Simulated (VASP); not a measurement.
Consider the following.

```
Bi2Se3
1.0
    4.11133     0.00000     0.00000
   -2.05567     3.56052     0.00000
    0.00000     0.00000    27.91388
Bi Se
6 9
Direct
  0.33333   0.66667   0.26567
  0.33333   0.66667   0.06767
  0.00000   0.00000   0.59900
  0.00000   0.00000   0.40100
  0.66667   0.33333   0.93233
  0.66667   0.33333   0.73433
  0.00000   0.00000   0.00000
  0.66667   0.33333   0.12133
  0.00000   0.00000   0.21200
  0.66667   0.33333   0.33333
  0.33333   0.66667   0.45467
  0.66667   0.33333   0.54533
  0.33333   0.66667   0.66667
  0.00000   0.00000   0.78800
  0.33333   0.66667   0.87867
```

All values below come from LDA (Ceperley-Alder, Perdew-Zunger), VASP's LDA PAW potentials (set 64) (plane waves; VASP). Run with PREC = Normal, EDIFF = 1E-5, 400 eV cut-off, 8×8×2 Γ-centred mesh, Gaussian smearing of 0.050 eV, potentials Bi_d Se.

Q: The ions are relaxed. Which structure does the run end with?

A: 
```
Bi2Se3
1.0
    4.11133     0.00000     0.00000
   -2.05567     3.56052     0.00000
    0.00000     0.00000    27.91388
Bi Se
6 9
Direct
  0.33333   0.66667   0.26536
  0.33333   0.66667   0.06797
  0.00000   0.00000   0.59869
  0.00000   0.00000   0.40131
  0.66667   0.33333   0.93203
  0.66667   0.33333   0.73464
  0.00000   0.00000   0.00000
  0.66667   0.33333   0.12402
  0.00000   0.00000   0.20932
  0.66667   0.33333   0.33333
  0.33333   0.66667   0.45735
  0.66667   0.33333   0.54265
  0.33333   0.66667   0.66667
  0.00000   0.00000   0.79068
  0.33333   0.66667   0.87598
```
Space group R-3m (166), at a tolerance of 0.03 Å.

Q: How much energy does the relaxation gain?

A: The energy (σ→0) changes by -6.6 meV/atom, in 7 ionic steps.

```json
[
 {"step": "1", "E(σ→0) (eV)": "-70.1851", "max force (eV/Å)": "0.473", "pressure (GPa)": "1.19", "volume (Å³)": "408.62"},
 {"step": "2", "E(σ→0) (eV)": "-70.2519", "max force (eV/Å)": "0.214", "pressure (GPa)": "0.66", "volume (Å³)": "408.62"},
 {"step": "3", "E(σ→0) (eV)": "-70.2596", "max force (eV/Å)": "0.120", "pressure (GPa)": "0.40", "volume (Å³)": "408.62"},
 {"step": "4", "E(σ→0) (eV)": "-70.2664", "max force (eV/Å)": "0.091", "pressure (GPa)": "0.34", "volume (Å³)": "408.62"},
 {"step": "5", "E(σ→0) (eV)": "-70.2802", "max force (eV/Å)": "0.040", "pressure (GPa)": "0.06", "volume (Å³)": "408.62"},
 {"step": "6", "E(σ→0) (eV)": "-70.2769", "max force (eV/Å)": "0.070", "pressure (GPa)": "-0.43", "volume (Å³)": "408.62"},
 {"step": "7", "E(σ→0) (eV)": "-70.2838", "max force (eV/Å)": "0.008", "pressure (GPa)": "-0.15", "volume (Å³)": "408.62"}
]
```

The compound is Bi2Se3 in the tetradymite structure. This run relaxes the ions in a fixed cell. Symmetry was kept, so distortions that lower it aren't found.
